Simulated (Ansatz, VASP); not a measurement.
## Cross-check of Ta (generalised stacking fault on (110) of Ta) between VASP and Ansatz

Wanted: the spread between two codes on one cell, functional and k mesh. Of the first pair: The cell is taken from a series of runs on this material, whose earlier steps may have relaxed, scaled, displaced or heated it; both programs get it as it stands.

Program: Ansatz 0.2.0. Level of theory: plane waves, with VASP 6.6.1 beside it; single point at PBEsol and single point at PBE. Results are calculated unless marked as measured.

### Step 1. Starting point

The cell holds 12 atoms: 12 Ta. Its edges and angles: a = 2.875 Å, b = 2.875 Å, c = 28.187 Å, α = 90.6°, β = 88.1°, γ = 109.5°. It derives from Ta. 48 atoms of Ta, stacked on (1 1 0); one fault a cell: the periodic image above is shifted rigidly by 0.958 A along the in-plane vector of length 2.875 A (1/2<111>); atoms relaxed along the normal alone with the MACE-MP-0b2 potential. Lattice constants are starting values near those of PBE. Folded to one surface cell (a quarter of the atoms). The structure's axis is c.

Structure file:

```cif
data_structure
_symmetry_space_group_name_H-M 'P 1'
_symmetry_Int_Tables_number 1
_cell_length_a 2.8752
_cell_length_b 2.8752
_cell_length_c 28.1874
_cell_angle_alpha 90.649
_cell_angle_beta 88.052
_cell_angle_gamma 109.471
_cell_volume 219.57
loop_
_atom_site_label
_atom_site_type_symbol
_atom_site_fract_x
_atom_site_fract_y
_atom_site_fract_z
_atom_site_occupancy
Ta1 Ta 0.94013 0.00000 0.17960 1
Ta2 Ta 0.41252 0.50000 0.26244 1
Ta3 Ta 0.88497 0.00000 0.34505 1
Ta4 Ta 0.35725 0.50000 0.42825 1
Ta5 Ta 0.82957 0.00000 0.51128 1
Ta6 Ta 0.30190 0.50000 0.59429 1
Ta7 Ta 0.77422 0.00000 0.67735 1
Ta8 Ta 0.24655 0.50000 0.76036 1
Ta9 Ta 0.71887 0.00000 0.84339 1
Ta10 Ta 0.19115 0.50000 0.92659 1
Ta11 Ta 0.66360 0.00000 0.00920 1
Ta12 Ta 0.13599 0.50000 0.09204 1
```

### Step 2. VASP: single point, PBEsol

With cell and atoms fixed, the geometry can't cause a difference; cores, projectors, grids and the points listed under the comparison can.

Lines of VASP's logs that name or quote its potential files are left out, and so is its time.

INCAR

```
SYSTEM = Ta
PREC = Accurate
ENCUT = 400
EDIFF = 1E-06
NELM = 120
ISMEAR = -1
SIGMA = 0.1
LREAL = .FALSE.
ALGO = Normal
GGA = PS
NBANDS = 81
LASPH = .TRUE.
LORBIT = 11
LWAVE = .FALSE.
LCHARG = .FALSE.
ISIF = 2
GGA_COMPAT = .FALSE.
KPAR = 2
```

POSCAR

```
Ta
1.0
    2.8752000000      0.0000000000      0.0000000000
   -0.9584000000      2.7107700000      0.0000000000
    0.9584000000      0.0000000000     28.1711300000
Ta
12
Direct
    0.9401300000      0.0000000000      0.1796000000
    0.4125200000      0.5000000000      0.2624400000
    0.8849700000      0.0000000000      0.3450500000
    0.3572500000      0.5000000000      0.4282500000
    0.8295700000      0.0000000000      0.5112800000
    0.3019000000      0.5000000000      0.5942900000
    0.7742200000      0.0000000000      0.6773500000
    0.2465500000      0.5000000000      0.7603600000
    0.7188700000      0.0000000000      0.8433900000
    0.1911500000      0.5000000000      0.9265900000
    0.6636000000      0.0000000000      0.0092000000
    0.1359900000      0.5000000000      0.0920400000
```

KPOINTS

```
Automatic mesh
0
Gamma
10 10 1
0 0 0
```

PAW data sets: Ta_pv (PBE family, release 64).

Run with:

```
mpirun -np 2 vasp_std
```

Numbers of over 12 decimals in the logs are rounded to 6 here.

The program printed:

```text
[banner, memory and clock lines left out]
running    2 mpi-ranks, on    1 nodes
 distrk:  each k-point on    1 cores,    2 groups
 distr:  one band on    1 cores,    1 groups

 POSCAR found type information on POSCAR Ta
 POSCAR found :  1 types and      12 ions
|                                                                             |
|               ----> ADVICE to this user running VASP <----                  |
|                                                                             |
|     You enforced a specific xc type in the INCAR file but a different       |
|     [... a line on the potential file left out ...]
|     I HOPE YOU KNOW WHAT YOU ARE DOING!                                     |
|                                                                             |

 LDA part: xc-table for (Slater+PW92), standard interpolation
 POSCAR, INCAR and KPOINTS ok, starting setup
 FFT: planning ... GRIDC
 FFT: planning ... GRID_SOFT
 FFT: planning ... GRID
 WAVECAR not read
 entering main loop
       N       E                     dE             d eps       ncg     rms          rms(c)
DAV:   1     0.128311207091E+04    0.12831E+04   -0.62914E+04  8432   0.142E+03
DAV:   2    -0.874173078527E+02   -0.13705E+04   -0.13313E+04  9094   0.468E+02
DAV:   3    -0.154634512519E+03   -0.67217E+02   -0.63595E+02 10443   0.908E+01
DAV:   4    -0.156702728444E+03   -0.20682E+01   -0.20186E+01 10040   0.140E+01
DAV:   5    -0.156775831427E+03   -0.73103E-01   -0.72813E-01 10792   0.214E+00    0.468E+01
DAV:   6    -0.163122275352E+03   -0.63464E+01   -0.49308E+01 12040   0.366E+01    0.267E+01
DAV:   7    -0.471260475591E+03   -0.30814E+03   -0.29412E+03 13074   0.935E+01    0.727E+01
DAV:   8    -0.210367974402E+03    0.26089E+03   -0.42354E+02 10349   0.475E+01    0.306E+01
DAV:   9    -0.149509646160E+03    0.60858E+02   -0.25837E+02 12024   0.271E+01    0.144E+01
DAV:  10    -0.150108954619E+03   -0.59931E+00   -0.11959E+02 10991   0.198E+01    0.662E+00
DAV:  11    -0.150542960526E+03   -0.43401E+00   -0.16541E+01 10600   0.120E+01    0.421E+00
DAV:  12    -0.150654068050E+03   -0.11111E+00   -0.25001E+00 10320   0.603E+00    0.432E+00
DAV:  13    -0.150698659493E+03   -0.44591E-01   -0.23780E-01 10784   0.185E+00    0.400E+00
DAV:  14    -0.150574773455E+03    0.12389E+00   -0.10238E-01 10248   0.138E+00    0.284E+00
[...]
DAV:  20    -0.150414930419E+03    0.47908E-03   -0.31948E-03  9696   0.219E-01    0.249E-01
DAV:  21    -0.150414745224E+03    0.18519E-03   -0.30930E-04 10664   0.617E-02    0.245E-01
DAV:  22    -0.150414037778E+03    0.70745E-03   -0.13201E-03 10408   0.186E-01    0.770E-02
DAV:  23    -0.150413918979E+03    0.11880E-03   -0.53120E-04 10960   0.103E-01    0.380E-02
DAV:  24    -0.150413925050E+03   -0.60711E-05   -0.74436E-05  9480   0.319E-02    0.379E-02
DAV:  25    -0.150413914657E+03    0.10393E-04   -0.25018E-05 10376   0.298E-02    0.156E-02
DAV:  26    -0.150413913078E+03    0.15784E-05   -0.89334E-06  9864   0.139E-02    0.718E-03
DAV:  27    -0.150413913031E+03    0.47419E-07   -0.15690E-06  6152   0.491E-03
   1 F= -.15041391E+03 E0= -.15015788E+03  d E =-.512072E+00
```

From OUTCAR (step 2):

```text
ion  position               nearest neighbor table
   1  0.940  0.000  0.180-  12 2.81   2 2.86   2 2.86  12 2.97   2 3.31   2 3.31  12 3.41
   2  0.413  0.500  0.262-   3 2.86   3 2.86   1 2.86   1 2.86   3 3.31   3 3.31   1 3.31   1 3.31

  LATTYP: Found a triclinic cell.
 ALAT       =     2.8752000000
 B/A-ratio  =     1.0000017850
 C/A-ratio  =     9.8036407827
 COS(alpha) =     0.0113336377
 COS(beta)  =     0.0340009738
 COS(gamma) =     0.3333327383

 Subroutine GETGRP returns: Found  2 space group operations
 (whereof  1 operations were pure point group operations)

The static configuration has the point symmetry C_1 .
 The point group associated with its full space group is S_2 .

 Found     52 irreducible k-points:

   k-points           NKPTS =     52   k-points in BZ     NKDIM =     52   number of bands    NBANDS=     81

   dimension x,y,z NGX =    20 NGY =   20 NGZ =  192
   dimension x,y,z NGXF=    40 NGYF=   40 NGZF=  384

   ENCUT  =  400.0 eV  29.40 Ry    5.42 a.u.   4.69  4.69 45.97*2*pi/ulx,y,z

   NELECT =     132.0000    total number of electrons

 k-points in reciprocal lattice and weights: Automatic mesh
   0.00000000  0.00000000  0.00000000       0.010
   0.10000000  0.00000000 -0.00000000       0.020
   0.20000000  0.00000000 -0.00000000       0.020
   0.30000000 -0.00000000  0.00000000       0.020
   0.40000000  0.00000000 -0.00000000       0.020
   0.50000000 -0.00000000  0.00000000       0.010
   0.00000000  0.10000000  0.00000000       0.020
   0.10000000  0.10000000 -0.00000000       0.020
   0.20000000  0.10000000 -0.00000000       0.020
[...]
0.40000000  0.50000000 -0.00000000       0.020
   0.50000000  0.50000000  0.00000000       0.010

 average (electrostatic) potential at core
       1 -36.5744       2 -36.4198       3 -36.3838       4 -36.3962       5 -36.3909
       6 -36.3933       7 -36.3933       8 -36.3909       9 -36.3961      10 -36.3838
      11 -36.4198      12 -36.5744

 E-fermi :   5.2283

 k-point     1 :       0.0000    0.0000    0.0000
  band No.  band energies     occupation
    ...
     56       4.7916      1.97494
     57       5.1197      1.49520
     58       5.1579      1.33791
     59       5.1933      1.17326
     60       5.2374      0.95426
     61       5.3848      0.34577
     62       5.4652      0.17101
     63       5.6030      0.04609
     64       5.6348      0.03372
     65       5.7780      0.00816
    ...

 k-point     2 :       0.1000    0.0000   -0.0000
  band No.  band energies     occupation
    ...
     58       4.9044      1.92452
     59       4.9384      1.89556
     60       5.0483      1.71626
     61       5.2222      1.03037
     62       5.2456      0.91342
     63       5.3895      0.33250
     64       5.5251      0.09777
     65       5.5880      0.05333
     66       5.6037      0.04578
     67       5.6340      0.03400
    ...

 k-point     3 :       0.2000    0.0000   -0.0000
  band No.  band energies     occupation
    ...
     64       4.9800      1.84588
     65       5.0815      1.62526
     66       5.1214      1.48869
     67       5.2040      1.12082
     68       5.2456      0.91329
     69       5.3582      0.42866
     70       5.3684      0.39513
     71       5.4054      0.29081
     72       6.0597      0.00049
     73       7.0475      0.00000
    ...

  Total       -8.3325648     -7.6591402     -7.1952014     -0.5979456      0.0071803     -0.3945684
  in kB      -60.8028983    -55.8889053    -52.5035343     -4.3632216      0.0523947     -2.8791740
  external PRESSURE =     -56.3984460 kB  Pullay stress =       0.0000000 kB

  energy-cutoff  :      400.00
  volume of cell :      219.57
      direct lattice vectors                 reciprocal lattice vectors
     2.875200000  0.000000000  0.000000000     0.347801892  0.122966291 -0.011832445
    -0.958400000  2.710770000  0.000000000     0.000000000  0.368898874  0.000000000
     0.958400000  0.000000000 28.171130000     0.000000000  0.000000000  0.035497334

 POSITION                                       TOTAL-FORCE (eV/Angst)
 -----------------------------------------------------------------------------------
      2.87519      0.00000      5.05953        -0.295028     -0.206321      0.031655
      0.95840      1.35539      7.39323         0.063433      0.094884      0.004540
      2.87516      0.00000      9.72045        -0.010687     -0.024902     -0.011191
      0.95840      1.35539     12.06429         0.001633      0.006348      0.002564
      2.87519      0.00000     14.40334        -0.008999     -0.003564     -0.001293
      0.95839      1.35539     16.74182         0.006645      0.007785      0.003490
      2.87521      0.00000     19.08171        -0.006645     -0.007785     -0.003490
      0.95841      1.35539     21.42020         0.008999      0.003564      0.001293
      2.87520      0.00000     23.75925        -0.001633     -0.006348     -0.002564
      0.95844      1.35539     26.10309         0.010687      0.024902      0.011191
      1.91680      0.00000      0.25917        -0.063433     -0.094884     -0.004540
      0.00001      1.35539      2.59287         0.295028      0.206321     -0.031655
 -----------------------------------------------------------------------------------
    total drift:                               -0.000023      0.000004      0.000031

  FREE ENERGIE OF THE ION-ELECTRON SYSTEM (eV)
  ---------------------------------------------------
  free  energy   TOTEN  =      -150.4139130308 eV

  energy  without entropy=     -149.9018411692  energy(sigma->0) =     -150.15787710

 total charge
# of ion       s       p       d       tot
------------------------------------------
    1        0.372   6.157   2.368   8.897
    2        0.368   6.168   2.381   8.917
    3        0.367   6.169   2.377   8.913
    4        0.367   6.169   2.372   8.908
    5        0.367   6.169   2.373   8.910
    6        0.367   6.169   2.373   8.910
    7        0.367   6.169   2.373   8.910
    8        0.367   6.169   2.373   8.910
    9        0.367   6.169   2.372   8.908
   10        0.367   6.169   2.377   8.913
   11        0.368   6.168   2.381   8.917
   12        0.372   6.157   2.368   8.897
--------------------------------------------------
tot          4.419  74.003  28.489 106.910

[... 3 further parts left out ...]
```

The run ends at a pressure of -5.64 GPa, with forces up to 0.36 eV/Å.

### Step 3. Ansatz: single point, PBEsol

Ansatz runs on its default PAW (the set named soft_2) files.

The same cell, functional, mesh and smearing now go to Ansatz, which takes its cutoff from its data sets.

input.yaml

```yaml
crystal:
  lattice:
    - [2.8752, 0.0, 0.0]
    - [-0.9584, 2.71077, 0.0]
    - [0.9584, 0.0, 28.17113]
  atoms:
    - { symbol: Ta, position: [0.94013, 0.0, 0.1796] }
    - { symbol: Ta, position: [0.41252, 0.5, 0.26244] }
    - { symbol: Ta, position: [0.88497, 0.0, 0.34505] }
    - { symbol: Ta, position: [0.35725, 0.5, 0.42825] }
    - { symbol: Ta, position: [0.82957, 0.0, 0.51128] }
    - { symbol: Ta, position: [0.3019, 0.5, 0.59429] }
    - { symbol: Ta, position: [0.77422, 0.0, 0.67735] }
    - { symbol: Ta, position: [0.24655, 0.5, 0.76036] }
    - { symbol: Ta, position: [0.71887, 0.0, 0.84339] }
    - { symbol: Ta, position: [0.19115, 0.5, 0.92659] }
    - { symbol: Ta, position: [0.6636, 0.0, 0.0092] }
    - { symbol: Ta, position: [0.13599, 0.5, 0.09204] }
kpoints:
  mp_grid: { grid: [10, 10, 1] }
hamiltonian:
  xc: pbesol
scf:
  occupations: { method: fermi_dirac, width: 0.1 }
output:
  forces: true
```

Run with:

```
ansatz run input.yaml --threads 5 --pin off --max-ram 81920MiB --backend cuda --events-out ev --progress --plain --runs-dir out
```

The program printed:

```text
Engine: ansatz 0.2.0, x86_64-unknown-linux-gnu
Pseudopotentials: kind: paw
Pseudopotential: Ta, paw, valence charge 13, recommended cutoff 420 eV (normal), Ta.paw.azcp
Functional definition: PBEsol
  exchange = pbesol_x
  correlation = pbesol_c
device memory: the entry about to start is reckoned to put 10.0 GiB on a device that reports 72.2 GiB free
GPU FFT provider: cuFFT
GPU libraries: cuBLAS 13.8.2, cuFFT 12.4.0, cuSOLVER 12.3.4
Crystal: 12 atoms, lattice volume = 219.566 Å³
Basis set: ecut = 420 eV, 4299 PW (Γ), exchange–correlation on 40×40×384 points (8 copies of the dense FFT grid, shifted against one another)
Bands: 94, of which v1, the nominal top of the filled ones, is band 78 counted from 1 (77 counted from 0)
Symmetry: 2 space group operations
Space group: P-1 (ITA 2), of the structure as read, at distance tolerance 6.0e-5 Å
k-points: 52 of 100
Non-local potential: Ta, projectors of the file, l = 0: 3, l = 1: 2, l = 2: 2, l = 3: 1
PAW form: soft (Blöchl's): semilocal exchange-correlation on the pseudo side does not see the compensation charge
PAW frozen core: Ta, regenerated for the run's functional, and the local potential with it (the file was generated under x = pbe(κ = 0.804, μ = 0.219515), c = pbe(β = 0.066725))
PAW one-centre angular grid: Ta, 590 points (default); XC on 64 Gauss nodes
Initial density: superposition of atomic densities (neutral atoms: chi_scale 0, normalization atom), corrected by the library's trained network
Initial wavefunctions: pseudopotential atomic-orbital guess
GPU buffer pool allocated for 76800 grid points (all kernels)
GPU transforms: local potential and band sums: pruned to the plane-wave sphere, on 20×20×192
Functional: x = pbesol(κ = 0.804, μ = 0.123457), c = pbesol(β = 0.046)
SCF iter   1: F=—  HF=-117677.812318 eV  |F-HF|=—  |Δ(HF+E_count)|=         —  Δρ=4.99e-3  dr2=4.73e0  ethr=1.77e-3  ⟨swp⟩=5.6  Hψ=19749  notcnv=0
preconditioner: auto → Kerker (q_TF=auto, 2.577 Å⁻¹)  [metal: Δε(μ)=0.001 eV  Ē_g=4.167 eV  σ=0.100 eV  W_gap=0.00  n_scr=64 (ndim 8)  ℏωp=19.4 eV  f_vac=0.000  D(μ)=15.39/eV (n_scr^D=170)]
SCF iter   2: F=—  HF=-117677.787591 eV  |F-HF|=—  |Δ(HF+E_count)|=   2.47e-2  Δρ=2.52e-3  dr2=1.08e0  ethr=1.77e-3  ⟨swp⟩=1.0  Hψ=5669  notcnv=0
SCF iter   3: F=—  HF=-117677.781233 eV  |F-HF|=—  |Δ(HF+E_count)|=   6.36e-3  Δρ=4.84e-4  dr2=1.46e-3  ethr=6.92e-4  ⟨swp⟩=1.0  Hψ=4888  notcnv=0
SCF iter   4: F=—  HF=-117677.780207 eV  |F-HF|=—  |Δ(HF+E_count)|=   1.03e-3  Δρ=8.13e-5  dr2=8.86e-5  ethr=9.36e-7  ⟨swp⟩=2.0  Hψ=5829  notcnv=0
SCF iter   5: F=—  HF=-117677.781034 eV  |F-HF|=—  |Δ(HF+E_count)|=   8.27e-4  Δρ=2.14e-5  dr2=1.30e-6  ethr=5.68e-8  ⟨swp⟩=1.7  Hψ=5273  notcnv=0
SCF iter   6: F=-117677.781034 eV  HF=-117677.781034 eV  |F-HF|=3.73e-8  |Δ(HF+E_count)|=   3.01e-7  Δρ=4.39e-6  dr2=6.14e-8  ethr=6.41e-11  ⟨swp⟩=5.0  Hψ=18542  notcnv=0
SCF 1 converged in 6 iterations: F = -117677.781034 eV  dr2 = 6.14e-8
  greatest PAW one-centre occupation: 1.000 electrons in one spin orbital (limit 2), on the Ta atom at site 10 (counted from 0), in its partial waves of l = 0
SCF converged after 6 iterations
Free energy (F): -117677.781034 eV
Harris-Foulkes:  -117677.781034 eV  (|F-HF|=3.73e-8)
Internal energy: -117677.269162 eV  (E = F + TS)
E sigma→0 (E₀):  -117677.525098 eV
Entropy (-TS):   -0.511871 eV (-42.656 meV/atom)
Fermi energy:    18.175133 eV
--- Per-component energies (eV) ---
  E_band       = -1316.942104
  E_kinetic    = 4385.902902
  E_local      = -6741.771152  (includes V_loc(G=0)·N_el)
  E_nonlocal   = 208.616505
  E_hartree    = 2326.099255
  E_xc         = -2600.320135
  E_vxc        = -2441.184352  (∫ρ·V_xc dr)
  E_paw        = -99269.443191  (= ΣΔE_a)
  E_vpaw       = -1380.697629  (= ΣTr[D̂ρ^β])
  E_aug_tail   = 0.001554  (compensation charges beyond the density's cutoff)
  E_ewald      = -15988.918658
  E_core_change = 2.563758  (= ΣΔE_core)
  E_smearing   = -0.511871  (= −TS)
  E_closure    = -0.000000  (closes the sum)
  Σ components = -117677.781034   (vs F -117677.781034, Δ=0.00e0)
--- Forces (eV/Å), atoms counted from 1 ---
  atom   1  Ta    -0.29659308    -0.20556279     0.03177683
  atom   2  Ta     0.06388318     0.09534395     0.00469464
  atom   3  Ta    -0.01050193    -0.02480156    -0.01171353
  atom   4  Ta     0.00193841     0.00640160     0.00250461
  atom   5  Ta    -0.00871722    -0.00346698    -0.00118226
  atom   6  Ta     0.00666832     0.00777460     0.00345278
  atom   7  Ta    -0.00666832    -0.00777460    -0.00345278
  atom   8  Ta     0.00871722     0.00346698     0.00118226
  atom   9  Ta    -0.00193841    -0.00640160    -0.00250461
  atom  10  Ta     0.01050193     0.02480156     0.01171353
  atom  11  Ta    -0.06388318    -0.09534395    -0.00469464
  atom  12  Ta     0.29659308     0.20556279    -0.03177683
  max |Σ_I F_I| component: 0.00e0 eV/Å
```

In the SCF lines HF is the Harris–Foulkes energy and dr2 the Hartree energy of the density residual, in eV; the loop may stop once dr2 is under the threshold and the program's other checks hold. Hψ counts applications of the Hamiltonian.

### Step 4. Comparison

Known differences besides the potentials themselves: the data sets hold 156 valence electrons in Ansatz (on its default PAW (the set named soft_2) files) and 132 in VASP; the cutoff is 420 eV in Ansatz and 400 eV in VASP; Ansatz makes its cores anew for this functional, VASP keeps those of its PBE data sets. Total energies have different zeros and are not compared.

Forces on 7 of the 12 atoms, those with the largest forces and the largest differences (eV/Å; atoms numbered as in POSCAR):

```csv
atom,"Ansatz x, y, z","VASP x, y, z"
Ta1,"-0.297, -0.206, 0.032","-0.295, -0.206, 0.032"
Ta2,"0.064, 0.095, 0.005","0.063, 0.095, 0.005"
Ta3,"-0.011, -0.025, -0.012","-0.011, -0.025, -0.011"
Ta7,"-0.007, -0.008, -0.003","-0.007, -0.008, -0.003"
Ta10,"0.011, 0.025, 0.012","0.011, 0.025, 0.011"
Ta11,"-0.064, -0.095, -0.005","-0.063, -0.095, -0.005"
Ta12,"0.297, 0.206, -0.032","0.295, 0.206, -0.032"
```

The forces differ by 0.5 meV/Å r.m.s., which is 0.5 % of the r.m.s. force of 0.090 eV/Å (both taken over all components).

[end of part 1 of 2]

[Lines on the potential files, build, host, timing and source positions are cut from VASP's logs without a mark.]

[Logs are printed without paths, hosts, clocks, repeated set-up lines and the standing remarks that a program may print on its own settings, such as how far it seeks lower states.]

[Hosts, paths, dates, database ids (printed as entryN), source tags and the programs' standing remarks are cut or masked in the printed files.]
